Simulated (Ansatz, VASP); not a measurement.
# MnPt3 in two plane-wave programs

One calculation is typed for both programs; each brings its own data sets and cutoff. How far apart do they land?

Main program and level: Ansatz 0.2.0; plane waves, with VASP 6.6.1 beside it; single point at r2SCAN.

## (1) Set-up

The structure is cubic, space group Pm-3m (No. 221). Conventional cell: a = 3.900 Å, b = 3.900 Å, c = 3.900 Å, α = 90.00°, β = 90.00°, γ = 90.00°. Nearest to Mn lie 12 Pt at 2.76 Å. Pt has 4 Mn at 2.76 Å and 8 Pt at 2.76 Å nearest. Farther neighbours are not listed.

## (2) VASP: single point, r2SCAN

A single point gives forces, pressure and levels at one fixed geometry, so differences don't come from the geometry; what else differs is listed under the comparison.

Lines of VASP's logs that name or quote its potential files are left out, and so is its time.

File INCAR:

```
SYSTEM = MnPt3
PREC = Accurate
ENCUT = 400
EDIFF = 1E-06
NELM = 100
ISMEAR = -1
SIGMA = 0.05
LREAL = .FALSE.
ALGO = Normal
METAGGA = R2SCAN
LASPH = .TRUE.
NBANDS = 29
ISPIN = 2
MAGMOM = 4 0 0 0
LMAXMIX = 4
LORBIT = 11
LWAVE = .FALSE.
LCHARG = .FALSE.
KPAR = 4
ISIF = 2
```

File POSCAR:

```
MnPt3
1.0
    3.9000000000      0.0000000000      0.0000000000
    0.0000000000      3.9000000000      0.0000000000
    0.0000000000      0.0000000000      3.9000000000
Mn Pt
1 3
Direct
    0.0000000000      0.0000000000      0.0000000000
    0.0000000000      0.5000000000      0.5000000000
    0.5000000000      0.0000000000      0.5000000000
    0.5000000000      0.5000000000      0.0000000000
```

File KPOINTS:

```
Automatic mesh
0
Gamma
6 6 6
0 0 0
```

PAW data sets: Mn and Pt (PBE family, release 64).

Started as:

```sh
$ mpirun -np 4 vasp_std
```

Numbers of over 12 decimals in the logs are rounded to 6 here.

What it wrote:

```text
[banner, memory and clock lines left out]
running    4 mpi-ranks, on    1 nodes
 distrk:  each k-point on    1 cores,    4 groups
 distr:  one band on    1 cores,    1 groups

 POSCAR found type information on POSCAR MnPt
 POSCAR found :  2 types and       4 ions
|                                                                             |
|               ----> ADVICE to this user running VASP <----                  |
|                                                                             |
|     You enforced a specific xc type in the INCAR file but a different       |
|     [... a line on the potential file left out ...]
|     I HOPE YOU KNOW WHAT YOU ARE DOING!                                     |
|                                                                             |

 LDA part: xc-table for (None), standard interpolation
 POSCAR, INCAR and KPOINTS ok, starting setup
 FFT: planning ... GRIDC
 FFT: planning ... GRID_SOFT
 FFT: planning ... GRID
 WAVECAR not read
 entering main loop
       N       E                     dE             d eps       ncg     rms          rms(c)
DAV:   1     0.899866705178E+02    0.89987E+02   -0.14847E+04  2360   0.112E+03
DAV:   2    -0.169035603024E+03   -0.25902E+03   -0.23818E+03  2438   0.287E+02
DAV:   3    -0.182662099386E+03   -0.13626E+02   -0.12803E+02  2723   0.756E+01
DAV:   4    -0.182993068036E+03   -0.33097E+00   -0.32997E+00  2635   0.107E+01
DAV:   5    -0.183006107408E+03   -0.13039E-01   -0.13038E-01  3186   0.231E+00    0.249E+01
DAV:   6    -0.180104513569E+03    0.29016E+01   -0.63994E+01  3164   0.899E+01    0.481E+01
DAV:   7    -0.170833983198E+03    0.92705E+01   -0.25687E+01  2957   0.127E+02    0.156E+01
DAV:   8    -0.171041782134E+03   -0.20780E+00   -0.26253E+00  3381   0.166E+01    0.631E+00
DAV:   9    -0.171331535593E+03   -0.28975E+00   -0.49267E-01  3323   0.107E+01    0.491E+00
DAV:  10    -0.171330878539E+03    0.65705E-03   -0.30867E-02  3458   0.236E+00    0.210E+00
DAV:  11    -0.171340716889E+03   -0.98383E-02   -0.30664E-02  3404   0.297E+00    0.500E-01
DAV:  12    -0.171341597283E+03   -0.88039E-03   -0.44851E-03  3142   0.753E-01    0.310E-01
DAV:  13    -0.171341925435E+03   -0.32815E-03   -0.51189E-04  3358   0.246E-01    0.180E-01
DAV:  14    -0.171341666921E+03    0.25851E-03   -0.18651E-04  3373   0.331E-01    0.690E-02
DAV:  15    -0.171341647103E+03    0.19818E-04   -0.30548E-05  3558   0.813E-02    0.508E-02
DAV:  16    -0.171341612382E+03    0.34722E-04   -0.51567E-05  3245   0.187E-01    0.241E-02
DAV:  17    -0.171341617319E+03   -0.49376E-05   -0.32468E-05  3469   0.125E-01    0.153E-02
DAV:  18    -0.171341617247E+03    0.72072E-07   -0.37525E-06  2406   0.251E-02
   1 F= -.17134162E+03 E0= -.17132812E+03  d E =-.269864E-01  mag=     4.6746
```

Parts of OUTCAR (step 2):

```text
ion  position               nearest neighbor table
   1  0.000  0.000  0.000-   2 2.76   3 2.76   4 2.76   2 2.76   3 2.76   2 2.76   4 2.76   2 2.76
                             3 2.76   4 2.76   3 2.76   4 2.76
   2  0.000  0.500  0.500-   1 2.76   3 2.76   4 2.76   1 2.76   4 2.76   1 2.76   3 2.76   1 2.76
                             3 2.76   4 2.76   4 2.76   3 2.76
   3  0.500  0.000  0.500-   1 2.76   2 2.76   4 2.76   1 2.76   4 2.76   2 2.76   4 2.76   4 2.76
                             1 2.76   2 2.76   1 2.76   2 2.76
   4  0.500  0.500  0.000-   1 2.76   2 2.76   3 2.76   2 2.76   3 2.76   1 2.76   3 2.76   3 2.76
                             1 2.76   2 2.76   2 2.76   1 2.76

  LATTYP: Found a simple cubic cell.
 ALAT       =     3.9000000000

 Subroutine GETGRP returns: Found 48 space group operations
 (whereof 48 operations were pure point group operations)

The static configuration has the point symmetry O_h .

 Found     20 irreducible k-points:

   k-points           NKPTS =     20   k-points in BZ     NKDIM =     20   number of bands    NBANDS=     29

   dimension x,y,z NGX =    28 NGY =   28 NGZ =   28
   dimension x,y,z NGXF=    56 NGYF=   56 NGZF=   56

   ENCUT  =  400.0 eV  29.40 Ry    5.42 a.u.   6.36  6.36  6.36*2*pi/ulx,y,z

   NELECT =      37.0000    total number of electrons

 k-points in reciprocal lattice and weights: Automatic mesh
   0.00000000  0.00000000  0.00000000       0.005
   0.16666667  0.00000000  0.00000000       0.028
   0.33333333  0.00000000  0.00000000       0.028
   0.50000000  0.00000000  0.00000000       0.014
   0.16666667  0.16666667  0.00000000       0.056
   0.33333333  0.16666667  0.00000000       0.111
   0.50000000  0.16666667  0.00000000       0.056
   0.33333333  0.33333333  0.00000000       0.056
   0.50000000  0.33333333  0.00000000       0.056
[...]
0.50000000  0.50000000  0.33333333       0.028
   0.50000000  0.50000000  0.50000000       0.005

 average (electrostatic) potential at core
       1 -44.8764       2 -69.7098       3 -69.7098       4 -69.7098

 E-fermi :   9.6280

 spin component 1
 k-point     1 :       0.0000    0.0000    0.0000
  band No.  band energies     occupation
    ...
     13       8.9593      1.00000
     14       8.9593      1.00000
     15       9.0006      1.00000
     16       9.0006      1.00000
     17       9.0006      1.00000
     18       9.6369      0.45586
     19      10.1409      0.00004
     20      10.1409      0.00004
     21      10.1409      0.00004
     22      11.5508      0.00000
    ...

 k-point     2 :       0.1667    0.0000    0.0000
  band No.  band energies     occupation
    ...
     16       8.8397      1.00000
     17       8.9906      1.00000
     18       9.2568      0.99940
     19       9.2568      0.99940
     20       9.3301      0.99742
     21      10.0052      0.00053
     22      10.1418      0.00003
     23      13.1295      0.00000
     24      13.1295      0.00000
     25      18.1699      0.00000
    ...

 k-point     3 :       0.3333    0.0000    0.0000
  band No.  band energies     occupation
    ...
     17       8.2575      1.00000
     18       8.2878      1.00000
     19       8.2878      1.00000
     20       8.8767      1.00000
     21       8.9736      1.00000
     22      10.1435      0.00003
     23      15.4321      0.00000
     24      15.4321      0.00000
     25      17.7984      0.00000
     26      17.8451      0.00000
    ...

 k-point     4 :       0.5000    0.0000    0.0000
  band No.  band energies     occupation
    ...
     17       7.4503      1.00000
     18       7.5939      1.00000
     19       7.9725      1.00000
     20       8.7307      1.00000
     21       8.9662      1.00000
     22      10.1444      0.00003
     23      17.4865      0.00000
     24      17.4865      0.00000
     25      17.5714      0.00000
     26      17.6161      0.00000
    ...

 k-point     5 :       0.1667    0.1667    0.0000
  band No.  band energies     occupation
    ...
     16       8.4220      1.00000
     17       8.7266      1.00000
     18       8.8357      1.00000
     19       9.1005      0.99997
     20       9.1147      0.99997
     21       9.7329      0.10932
     22      11.3758      0.00000
     23      11.8976      0.00000
     24      14.1856      0.00000
     25      17.6755      0.00000
    ...

 k-point     6 :       0.3333    0.1667    0.0000
  band No.  band energies     occupation
    ...
     17       8.2384      1.00000
     18       8.2609      1.00000
     19       8.5395      1.00000
     20       8.7665      1.00000
     21       9.5885      0.68767
     22       9.7175      0.14308
     23      13.4941      0.00000
     24      16.2269      0.00000
     25      16.3617      0.00000
     26      19.1660      0.00000
    ...

  Total        0.7820918      0.7820918      0.7820918      0.0000000      0.0000000      0.0000000
  in kB       21.1239201     21.1239201     21.1239201      0.0000000      0.0000000      0.0000000
  external PRESSURE =      21.1239201 kB  Pullay stress =       0.0000000 kB

  energy-cutoff  :      400.00
  volume of cell :       59.32
      direct lattice vectors                 reciprocal lattice vectors
     3.900000000  0.000000000  0.000000000     0.256410256  0.000000000  0.000000000
     0.000000000  3.900000000  0.000000000     0.000000000  0.256410256  0.000000000
     0.000000000  0.000000000  3.900000000     0.000000000  0.000000000  0.256410256

 POSITION                                       TOTAL-FORCE (eV/Angst)
 -----------------------------------------------------------------------------------
      0.00000      0.00000      0.00000         0.000000      0.000000      0.000000
      0.00000      1.95000      1.95000         0.000000      0.000000      0.000000
      1.95000      0.00000      1.95000         0.000000      0.000000      0.000000
      1.95000      1.95000      0.00000         0.000000      0.000000      0.000000
 -----------------------------------------------------------------------------------
    total drift:                                0.000000      0.000000      0.000000

  FREE ENERGIE OF THE ION-ELECTRON SYSTEM (eV)
  ---------------------------------------------------
  free  energy   TOTEN  =      -171.3416172470 eV

  energy  without entropy=     -171.3146308217  energy(sigma->0) =     -171.32812403

 total charge
# of ion       s       p       d       tot
------------------------------------------
    1        0.289   0.312   4.914   5.515
    2        0.678   0.618   8.065   9.361
    3        0.678   0.618   8.065   9.361
    4        0.678   0.618   8.065   9.361
--------------------------------------------------
tot          2.324   2.166  29.109  33.599

 magnetization (x)
# of ion       s       p       d       tot
------------------------------------------
    1        0.029   0.033   3.968   4.030
    2       -0.023  -0.048   0.255   0.184
    3       -0.023  -0.048   0.255   0.184
    4       -0.023  -0.048   0.255   0.184
--------------------------------------------------
tot         -0.039  -0.113   4.733   4.582

[... 6 further parts left out ...]
```

The cell holds one magnetic atom, so no antiferromagnetic order fits into it. SCAN-type functionals tend to overstate the moments of itinerant magnets. The data set Mn keeps the semicore shell frozen, which is cheaper and a little less accurate.

(Part 1 of 2 ends here.)

[Lines on the potential files, build, host, timing and source positions are cut from VASP's logs without a mark.]

[Logs are printed without paths, hosts, clocks, repeated set-up lines and the standing remarks that a program may print on its own settings, such as how far it seeks lower states.]

[Hosts, paths, dates, database ids (printed as entryN), source tags and the programs' standing remarks are cut or masked in the printed files.]
